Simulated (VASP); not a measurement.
Input:

```
FeNi3
1.0
    3.51430     0.00000     0.00000
    0.00000     3.51430     0.00000
    0.00000     0.00000     3.51430
Fe Ni
1 3
Direct
  0.00000   0.00000   0.00000
  0.00000   0.50000   0.50000
  0.50000   0.00000   0.50000
  0.50000   0.50000   0.00000
```
Starting moments (μB, in the order of the record's atoms Fe Ni Ni Ni): 3.2 0.7 0.7 0.7.

Method: r2SCAN meta-GGA, VASP's PBE PAW potentials (set 64) (plane waves; VASP). Numerical set-up: 520 eV cut-off, 9×9×9 Γ-centred mesh, first-order Methfessel-Paxton smearing of 0.10 eV, potentials Fe Ni.

Task: Give the energy at these volumes per atom, relative to the lowest: 10.18, 10.51, 10.83, 11.16, 11.48 Å³.

Result: 30.8, 7.7, 0.0, 5.6, 22.2 meV/atom. A third-order Birch-Murnaghan fit gives B0 = 214 GPa and B0′ = 4.6.

The compound is Ni3Fe in the L1_2 structure. It was relaxed first.
